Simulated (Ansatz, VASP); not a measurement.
# Cross-check of NaCuCl2 (CuAu-ordered zincblende type (invented)) between VASP and Ansatz, part 2 of 2

One calculation is typed for both programs; each brings its own data sets. How far apart do they land? The cell is generated by rule, not measured, and may not be a known phase. The cell is taken from a series of runs on this material, whose earlier steps may have relaxed, scaled, displaced or heated it; both programs get it as it stands.

VASP 6.6.1 and Ansatz 0.2.0.

So far: Starting point; VASP: zone-centre phonons, PBEsol.

### Step 2. VASP: zone-centre phonons, PBEsol (continued)

Level of this step: PBEsol, no spin polarisation; plane waves and PAW (Na_pv, Cu, Cl); invented cell (VASP).

Numbers of over 12 decimals in the logs are rounded to 6 here.

From OUTCAR (step 2):

```text
NELECT = 31.84

 ion  position               nearest neighbor table
   1  0.000  0.000  0.000-   3 2.64   4 2.64   3 2.64   4 2.64
   2  0.500  0.500  0.500-   3 2.31   4 2.31   4 2.31   3 2.31
   3  0.000  0.500  0.298-   2 2.31   2 2.31   1 2.64   1 2.64
   4  0.500  0.000  0.702-   2 2.31   2 2.31   1 2.64   1 2.64

  LATTYP: Found a simple tetragonal cell.
 ALAT       =     3.9943987053
 C/A-ratio  =     1.4491426808

 Subroutine GETGRP returns: Found  8 space group operations
 (whereof  8 operations were pure point group operations)

The static configuration has the point symmetry D_2d.

 Found     60 irreducible k-points:

   k-points           NKPTS =     60   k-points in BZ     NKDIM =     60   number of bands    NBANDS=     21

   dimension x,y,z NGX =    32 NGY =   32 NGZ =   48
   dimension x,y,z NGXF=    64 NGYF=   64 NGZF=   96

   ENCUT  =  600.0 eV  44.10 Ry    6.64 a.u.   7.98  7.98 11.56*2*pi/ulx,y,z

 k-points in reciprocal lattice and weights: Automatic mesh
   0.00000000  0.00000000  0.00000000       0.003
   0.12500000  0.00000000  0.00000000       0.010
   0.25000000  0.00000000  0.00000000       0.010
   0.37500000  0.00000000  0.00000000       0.010
   0.50000000  0.00000000  0.00000000       0.005
   0.12500000  0.12500000  0.00000000       0.010
   0.25000000  0.12500000  0.00000000       0.021
   0.37500000  0.12500000  0.00000000       0.021
   0.50000000  0.12500000  0.00000000       0.010
[...]
0.50000000  0.37500000  0.50000000       0.010
   0.50000000  0.50000000  0.50000000       0.003

 average (electrostatic) potential at core
       1 -46.9498       2 -67.7088       3 -94.0644       4 -94.0644

  Total       -1.0754873     -1.0754873     -0.8787211      0.0000000      0.0000000     -0.0000000
  in kB      -18.6573720    -18.6573720    -15.2439053      0.0000000      0.0000000     -0.0000000
  external PRESSURE =     -17.5195498 kB  Pullay stress =       0.0000000 kB

  energy-cutoff  :      600.00
  volume of cell :       92.36
      direct lattice vectors                 reciprocal lattice vectors
     3.994398705  0.000000000  0.000000000     0.250350572  0.000000000  0.000000000
     0.000000000  3.994398705  0.000000000     0.000000000  0.250350572  0.000000000
     0.000000000  0.000000000  5.788453648     0.000000000  0.000000000  0.172757711

 POSITION                                       TOTAL-FORCE (eV/Angst)
 -----------------------------------------------------------------------------------
      0.00000      0.00000      0.00000         0.000000      0.000000      0.000000
      1.99720      1.99720      2.89423         0.000000     -0.000000      0.000000
      0.00000      1.99720      1.72401         0.000000      0.000000      0.099965
      1.99720      0.00000      4.06444         0.000000      0.000000     -0.099965
 -----------------------------------------------------------------------------------
    total drift:                                0.000000      0.000000     -0.000000

 Eigenvectors and eigenvalues of the dynamical matrix
 ----------------------------------------------------

   1 f  =    6.703725 THz    42.120748 2PiTHz  223.612205 cm-1    27.724367 meV
             X         Y         Z           dx          dy          dz
      0.000000  0.000000  0.000000     0.000000   -0.000000    0.865793
      1.997199  1.997199  2.894227    -0.000000    0.000000    0.013315
      0.000000  1.997199  1.724013     0.000000    0.000000   -0.353713
      1.997199  0.000000  4.064441    -0.000000   -0.000000   -0.353713

   2 f  =    6.608375 THz    41.521646 2PiTHz  220.431669 cm-1    27.330031 meV
             X         Y         Z           dx          dy          dz
      0.000000  0.000000  0.000000    -0.427073   -0.084596   -0.000000
      1.997199  1.997199  2.894227     0.337991    0.066950    0.000000
      0.000000  1.997199  1.724013    -0.627007    0.103398    0.000000
      1.997199  0.000000  4.064441     0.521994   -0.124200    0.000000

   3 f  =    6.608375 THz    41.521646 2PiTHz  220.431669 cm-1    27.330031 meV
             X         Y         Z           dx          dy          dz
      0.000000  0.000000  0.000000     0.084596   -0.427073   -0.000000
      1.997199  1.997199  2.894227    -0.066950    0.337991    0.000000
      0.000000  1.997199  1.724013     0.124200    0.521994    0.000000
      1.997199  0.000000  4.064441    -0.103398   -0.627007    0.000000

   4 f  =    6.250537 THz    39.273281 2PiTHz  208.495465 cm-1    25.850131 meV
             X         Y         Z           dx          dy          dz
      0.000000  0.000000  0.000000     0.000000    0.000000   -0.000000
      1.997199  1.997199  2.894227     0.000000   -0.000000    0.000000
      0.000000  1.997199  1.724013    -0.000000   -0.000000   -0.707107
      1.997199  0.000000  4.064441     0.000000    0.000000    0.707107

   5 f  =    5.821542 THz    36.577829 2PiTHz  194.185747 cm-1    24.075953 meV
             X         Y         Z           dx          dy          dz
      0.000000  0.000000  0.000000    -0.070791    0.584808   -0.000000
      1.997199  1.997199  2.894227    -0.046747    0.386177    0.000000
      0.000000  1.997199  1.724013     0.066865   -0.435090    0.000000
      1.997199  0.000000  4.064441     0.052668   -0.552379   -0.000000

   6 f  =    5.821542 THz    36.577829 2PiTHz  194.185747 cm-1    24.075953 meV
             X         Y         Z           dx          dy          dz
      0.000000  0.000000  0.000000     0.584808    0.070791   -0.000000
      1.997199  1.997199  2.894227     0.386177    0.046747    0.000000
      0.000000  1.997199  1.724013    -0.552379   -0.052668    0.000000
      1.997199  0.000000  4.064441    -0.435090   -0.066865   -0.000000

   7 f  =    4.164966 THz    26.169251 2PiTHz  138.928299 cm-1    17.224906 meV
             X         Y         Z           dx          dy          dz
      0.000000  0.000000  0.000000    -0.000000    0.000000    0.331224
      1.997199  1.997199  2.894227     0.000000    0.000000   -0.764563
      0.000000  1.997199  1.724013    -0.000000    0.000000    0.390982
      1.997199  0.000000  4.064441    -0.000000   -0.000000    0.390982

   8 f  =    1.804192 THz    11.336076 2PiTHz   60.181382 cm-1     7.461537 meV
             X         Y         Z           dx          dy          dz
      0.000000  0.000000  0.000000     0.392624   -0.384985   -0.000000
      1.997199  1.997199  2.894227    -0.423346    0.415110    0.000000
      0.000000  1.997199  1.724013    -0.179447   -0.372408   -0.000000
      1.997199  0.000000  4.064441     0.379796    0.175956   -0.000000

   9 f  =    1.804192 THz    11.336076 2PiTHz   60.181382 cm-1     7.461537 meV
             X         Y         Z           dx          dy          dz
      0.000000  0.000000  0.000000    -0.384985   -0.392624   -0.000000
      1.997199  1.997199  2.894227     0.415110    0.423346    0.000000
      0.000000  1.997199  1.724013     0.175956   -0.379796   -0.000000
      1.997199  0.000000  4.064441    -0.372408    0.179447   -0.000000

  10 f/i=    0.055167 THz     0.346625 2PiTHz    1.840178 cm-1     0.228153 meV
             X         Y         Z           dx          dy          dz
      0.000000  0.000000  0.000000    -0.000000   -0.000000   -0.375092
      1.997199  1.997199  2.894227    -0.000000   -0.000000   -0.644411
      0.000000  1.997199  1.724013    -0.000000   -0.000000   -0.471190
      1.997199  0.000000  4.064441    -0.000000   -0.000000   -0.471190

  11 f/i=    0.061391 THz     0.385730 2PiTHz    2.047778 cm-1     0.253892 meV
             X         Y         Z           dx          dy          dz
      0.000000  0.000000  0.000000    -0.390306    0.093462    0.000000
      1.997199  1.997199  2.894227    -0.598249    0.143256    0.000000
      0.000000  1.997199  1.724013    -0.454776    0.114517    0.000000
      1.997199  0.000000  4.064441    -0.478233    0.108900    0.000000

  12 f/i=    0.061391 THz     0.385730 2PiTHz    2.047778 cm-1     0.253892 meV
             X         Y         Z           dx          dy          dz
      0.000000  0.000000  0.000000    -0.093462   -0.390306    0.000000
      1.997199  1.997199  2.894227    -0.143256   -0.598249    0.000000
      0.000000  1.997199  1.724013    -0.108900   -0.478233    0.000000
      1.997199  0.000000  4.064441    -0.114517   -0.454776    0.000000

 ELASTIC MODULI CONTR FROM IONIC RELAXATION (kBar)
 Direction    XX          YY          ZZ          XY          YZ          ZX
 --------------------------------------------------------------------------------
 XX        -162.1694     68.5832    -13.5687      0.0000      0.0000      0.0000
 YY          68.5832   -162.1694    -13.5687      0.0000      0.0000     -0.0000
 ZZ         -13.5687    -13.5687     -3.9346      0.0000      0.0000      0.0000
 XY           0.0000      0.0000      0.0000      0.0000      0.0000      0.0000
 YZ           0.0000      0.0000      0.0000      0.0000   -283.3734     -0.0000
 ZX           0.0000     -0.0000      0.0000      0.0000     -0.0000   -291.8869
 --------------------------------------------------------------------------------
```

This run has no spin polarisation, so a moment on Cu, if there is one, isn't seen. The cell is charged against a uniform background. Energies printed during the response cycles are not total energies of the cell. Oxides and halides of Cu are often magnetic insulators, and a metal at this level, without U or exact exchange, may be an artefact.

### Step 3. Ansatz: zone-centre phonons, PBEsol

Ansatz runs on its default PAW (the set named soft_2) files.

The same cell, functional, mesh and smearing now go to Ansatz, which takes its cutoff from its data sets.

File input.yaml:

```yaml
crystal:
  lattice:
    - [3.9943987053, 0.0, 0.0]
    - [0.0, 3.9943987053, 0.0]
    - [0.0, 0.0, 5.788453648]
  atoms:
    - { symbol: Na, position: [0.0, 0.0, 0.0] }
    - { symbol: Cu, position: [0.5, 0.5, 0.5] }
    - { symbol: Cl, position: [0.0, 0.5, 0.2978365593] }
    - { symbol: Cl, position: [0.5, 0.0, 0.7021634407] }
total_charge: 0.16
kpoints:
  mp_grid: { grid: [8, 8, 6] }
hamiltonian:
  xc: pbesol
scf:
  occupations: { method: fermi_dirac, width: 0.05 }
  n_extra_bands: 10
output:
  eigenvalues: true
phonons:
  method: dfpt
```

Run with:

```bash
> ansatz run input.yaml --threads 4 --pin off --max-ram 8192MiB --backend cpu --events-out ev --progress --plain --runs-dir out
```

The program printed:

```text
scf.n_extra_bands = 10 over 21 filled bands (N_el = 41.8): the run solves 31 bands
zone centre: on kpoints.mp_grid the ground state, and the responses unless they are solved on pairs of k-points, stand on 100 of the mesh's 384 k-points, reduced under 4 symmetry operations, with k and −k counted as one. Each operation leaves every solved displacement unchanged or reverses it
Engine: ansatz 0.2.0, aarch64-unknown-linux-gnu
Pseudopotentials: kind: paw
Pseudopotential: Na, paw, valence charge 9, recommended cutoff 420 eV (normal), Na.paw.azcp
Pseudopotential: Cu, paw, valence charge 19, recommended cutoff 420 eV (normal), Cu.paw.azcp
Pseudopotential: Cl, paw, valence charge 7, recommended cutoff 420 eV (normal), Cl.paw.azcp
Functional definition: PBEsol
  exchange = pbesol_x
  correlation = pbesol_c
Crystal: 4 atoms, lattice volume = 92.356 Å³
Basis set: ecut = 420 eV, 1819 PW (Γ), exchange–correlation on 54×54×80 points (8 copies of the dense FFT grid, shifted against one another)
Bands: 31, of which v1, the nominal top of the filled ones, is band 21 counted from 1 (20 counted from 0)
Symmetry: 8 space group operations
k-points: 100 of 384 (irreducible under 4 space group operations, time reversal used)
Non-local potential: Na, projectors of the file, l = 0: 3, l = 1: 2, l = 2: 1
Non-local potential: Cu, projectors of the file, l = 0: 3, l = 1: 2, l = 2: 3, l = 3: 1
Non-local potential: Cl, projectors of the file, l = 0: 2, l = 1: 2, l = 2: 2
PAW form: soft (Blöchl's): semilocal exchange-correlation on the pseudo side does not see the compensation charge
PAW frozen core: Na, regenerated for the run's functional, and the local potential with it (the file was generated under x = pbe(κ = 0.804, μ = 0.219515), c = pbe(β = 0.066725))
PAW frozen core: Cu, regenerated for the run's functional, and the local potential with it (the file was generated under x = pbe(κ = 0.804, μ = 0.219515), c = pbe(β = 0.066725))
PAW frozen core: Cl, regenerated for the run's functional, and the local potential with it (the file was generated under x = pbe(κ = 0.804, μ = 0.219515), c = pbe(β = 0.066725))
PAW one-centre angular grid: Na, 110 points (default); XC on 64 Gauss nodes
PAW one-centre angular grid: Cu, 590 points (default); XC on 64 Gauss nodes
PAW one-centre angular grid: Cl, 110 points (default); XC on 64 Gauss nodes
Initial density: superposition of atomic densities (neutral atoms scaled as one to the charged cell's electrons: chi_scale 0, normalization atom), corrected by the library's trained network
Initial wavefunctions: pseudopotential atomic-orbital guess
Functional: x = pbesol(κ = 0.804, μ = 0.123457), c = pbesol(β = 0.046)
SCF iter   1: F=—  HF=-10191.069983 eV  |F-HF|=—  |Δ(HF+E_count)|=         —  Δρ=1.67e-2  dr2=1.99e-1  ethr=1.77e-3  ⟨swp⟩=6.1  Hψ=14368  notcnv=0  defer=50
preconditioner: auto → LDOS  [metal: Δε(μ)=0.028 eV  Ē_g=15.928 eV  σ=0.050 eV  W_gap=0.14  n_scr=20 (ndim 8)  ℏωp=21.8 eV  f_vac=0.216  D(μ)=2.51/eV (n_scr^D=16)  β→1.0]
SCF iter   2: F=—  HF=-10191.039238 eV  |F-HF|=—  |Δ(HF+E_count)|=   3.07e-2  Δρ=5.57e-3  dr2=4.01e-2  ethr=4.74e-4  ⟨swp⟩=2.0  Hψ=5137  notcnv=0  defer=263
SCF iter   3: F=—  HF=-10191.036935 eV  |F-HF|=—  |Δ(HF+E_count)|=   2.30e-3  Δρ=6.56e-3  dr2=2.68e-2  ethr=9.59e-5  ⟨swp⟩=2.0  Hψ=5274  notcnv=0  defer=263
SCF iter   4: F=—  HF=-10191.031088 eV  |F-HF|=—  |Δ(HF+E_count)|=   5.85e-3  Δρ=1.03e-3  dr2=1.23e-3  ethr=6.41e-5  ⟨swp⟩=3.0  Hψ=5642  notcnv=0  defer=263
SCF iter   5: F=—  HF=-10191.032342 eV  |F-HF|=—  |Δ(HF+E_count)|=   1.25e-3  Δρ=2.74e-3  dr2=4.72e-3  ethr=2.93e-6  ⟨swp⟩=2.0  Hψ=6370  notcnv=0  defer=259
SCF iter   6: F=—  HF=-10191.031607 eV  |F-HF|=—  |Δ(HF+E_count)|=   7.35e-4  Δρ=1.01e-3  dr2=7.31e-4  ethr=2.93e-6  ⟨swp⟩=2.2  Hψ=4112  notcnv=0  defer=259
SCF iter   7: F=—  HF=-10191.031464 eV  |F-HF|=—  |Δ(HF+E_count)|=   1.43e-4  Δρ=7.28e-5  dr2=5.06e-6  ethr=1.75e-6  ⟨swp⟩=2.0  Hψ=3388  notcnv=0  defer=259
SCF iter   8: F=—  HF=-10191.031466 eV  |F-HF|=—  |Δ(HF+E_count)|=   2.25e-6  Δρ=3.44e-5  dr2=1.02e-6  ethr=1.21e-8  ⟨swp⟩=2.0  Hψ=4344  notcnv=0  defer=259
SCF iter   9: F=—  HF=-10191.031461 eV  |F-HF|=—  |Δ(HF+E_count)|=   4.72e-6  Δρ=4.69e-6  dr2=1.72e-8  ethr=2.44e-9  ⟨swp⟩=2.0  Hψ=4049  notcnv=0  defer=259
SCF iter  10: F=—  HF=-10191.031461 eV  |F-HF|=—  |Δ(HF+E_count)|=   2.84e-8  Δρ=9.51e-7  dr2=6.08e-10  ethr=4.12e-11  ⟨swp⟩=2.0  Hψ=4025  notcnv=0  defer=259
SCF iter  11: F=-10191.031461 eV  HF=-10191.031461 eV  |F-HF|=1.46e-11  |Δ(HF+E_count)|=   1.54e-9  Δρ=1.30e-7  dr2=6.91e-12  ethr=1.00e-12  ⟨swp⟩=9.4  Hψ=18005  notcnv=0
SCF 1 converged in 11 iterations: F = -10191.031461 eV  dr2 = 6.91e-12
  greatest PAW one-centre occupation: 1.000 electrons in one spin orbital (limit 2), on the Cu atom at site 1 (counted from 0), in its partial waves of l = 0
DFPT response loops at Γ: preconditioner auto → none (partly filled bands, converged f_vac=0.219); β = 0.50; Broyden in place of MSR1
SCF converged after 11 iterations
Free energy (F): -10191.031461 eV
Harris-Foulkes:  -10191.031461 eV  (|F-HF|=1.46e-11)
Internal energy: -10191.008941 eV  (E = F + TS)
E sigma→0 (E₀):  -10191.020201 eV
Entropy (-TS):   -0.022520 eV (-5.630 meV/atom)
Fermi energy:    4.053722 eV
--- Per-component energies (eV) ---
  E_band       = -815.320475
  E_kinetic    = 742.075980
  E_local      = -8227.105639  (includes V_loc(G=0)·N_el)
  E_nonlocal   = 579.511639
  E_hartree    = 3499.091453
  E_xc         = -335.897756
  E_vxc        = -403.254836  (∫ρ·V_xc dr)
  E_paw        = -3175.282433  (= ΣΔE_a)
  E_vpaw       = -504.731072  (= ΣTr[D̂ρ^β])
  E_aug_tail   = 0.000419  (compensation charges beyond the density's cutoff)
  E_ewald      = -3273.820364
  E_core_change = 0.417760  (= ΣΔE_core)
  E_smearing   = -0.022520  (= −TS)
  E_closure    = 0.000000  (closes the sum)
  E_deformation_potential = 1.627414  (in the stress; not in F)
  Σ components = -10191.031461   (vs F -10191.031461, Δ=0.00e0)
--- Band table (eV; the first three rows and the last of 100) ---
  k-point 0: bands = [... 17 lower, 3.0998, 4.0332, 4.0332, 4.0519, 5.8667, 8.0260, 9.7385, 12.0531, ... 6 higher]
  k-point 1: bands = [... 17 lower, 3.0952, 3.9866, 4.0282, 4.0282, 6.1664, 8.0883, 9.7924, 11.7392, ... 6 higher]
  k-point 2: bands = [... 17 lower, 3.0858, 3.8965, 4.0181, 4.0181, 6.8617, 8.0998, 9.9651, 11.0886, ... 6 higher]
  k-point 99: bands = [... 17 lower, 2.8942, 2.9180, 3.3013, 3.4731, 9.5640, 9.5640, 10.4669, 10.9994, ... 6 higher]
--- Phonons (Γ-DFPT): 7 representative perturbations + reference, on 100 of 384 k-points (Σ response iterations 29) ---
  k mesh reduced under 4 symmetry operations, with k and −k counted as one. Each operation leaves every solved displacement unchanged or reverses it
  ASR residual: 1.185e-4 → 0.000e0 eV/Å²; symmetrization residual: 7.763e-6 eV/Å²
  ASR residual per site (eV/Å²): 8.55e-5 1.18e-4 6.73e-5 6.73e-5
  Γ frequencies (cm⁻¹): 0.00 0.00 0.00 61.01 61.01 138.91 192.82 192.82 208.02 218.62 218.62 220.34
  non-analytic LO–TO correction: not included (Born effective charges unavailable; polar crystals: no LO–TO splitting at Γ)
```

### Step 4. Comparison

Known differences besides the potentials themselves: the cutoff is 420 eV in Ansatz and 600 eV in VASP; Ansatz makes its cores anew for this functional, VASP keeps those of its PBE data sets. Total energies have different zeros and are not compared.

Compared:

| quantity | Ansatz | VASP | difference |
| --- | --- | --- | --- |
| optical mode 1 to 2 (cm⁻¹) | 61.0 | 60.2 | +1.38 % |
| optical mode 3 (cm⁻¹) | 138.9 | 138.9 | -0.01 % |
| optical mode 4 to 5 (cm⁻¹) | 192.8 | 194.2 | -0.70 % |
| optical mode 6 (cm⁻¹) | 208.0 | 208.5 | -0.23 % |
| optical mode 7 to 8 (cm⁻¹) | 218.6 | 220.4 | -0.82 % |
| optical mode 9 (cm⁻¹) | 220.3 | 223.6 | -1.46 % |

Modes are paired by rising frequency, not by their patterns, so a pair may set unlike modes beside each other; they are those without the splitting of longitudinal modes. The cell carries a charge of +0.16 e against a uniform background, so its pressure also hangs on how the neutralising background is counted, and in a defect's cell a gap may be the spacing between its levels.

### Step 5. Results

```json
{
  "r.m.s. difference of the optical zone-centre modes, each program's sorted by frequency (zone-centre phonons, PBEsol)": "1.6 cm⁻¹",
  "difference in optical mode 9 (zone-centre phonons, PBEsol)": "-1.5 %"
}
```

What this shows: The r.m.s. difference of the optical zone-centre modes, each program's sorted by frequency is 1.6 cm⁻¹ (zone-centre phonons, PBEsol). The data sets hold unlike numbers of valence electrons (41.84 in Ansatz and 31.84 in VASP), so part of the differences comes from the potentials. Among the rows given in per cent, the largest difference of the zone-centre phonons, PBEsol pair is in optical mode 9, -1.5 %. How closely two codes agree says nothing of how well the functional describes the real material.

[Lines on the potential files, build, host, timing and source positions are cut from VASP's logs without a mark.]

[Logs are printed without paths, hosts, clocks, repeated set-up lines and the standing remarks that a program may print on its own settings, such as how far it seeks lower states.]

[Hosts, paths, dates, database ids (printed as entryN), source tags and the programs' standing remarks are cut or masked in the printed files.]
